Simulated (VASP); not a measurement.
Here is the system:

```
CELL_PARAMETERS angstrom
      2.20206    -3.75547     0.00000
      2.20206     3.75547     0.00000
      0.00000     0.00000     4.93281
ATOMIC_POSITIONS crystal
  Se 0.00000 0.22500 0.66667
  Se 0.77500 0.77500 0.00000
  Se 0.23284 0.00784 0.33333
```

The numbers are results of PBE GGA, VASP's PBE PAW potentials (set 64) (plane waves; VASP), not measurements. Run with 400 eV cut-off, 5×5×4 Γ-centred mesh, first-order Methfessel-Paxton smearing of 0.30 eV, potentials Se.

Question: Which forces act on the atoms, in eV/Å?

Answer: 
```
atom      Fx      Fy      Fz
----  ------  ------  ------
Se1    0.240   0.463   0.067
Se2   -0.307  -0.049   0.061
Se3    0.067  -0.414  -0.128
```

Question: Give the stress tensor in GPa (positive for a compressed cell).

Answer: 
```
 1.86   0.19  -0.28
 0.19   2.56   0.52
-0.28   0.52   4.30
```
The pressure is its mean diagonal, 2.91 GPa.

The compound is Se in the trig structure. The cell was not relaxed at this level, atoms are displaced from their ideal sites. The run is one of a series of settings (ISMEAR = 1, SIGMA = 0.3 against the base run), some of them coarse on purpose.
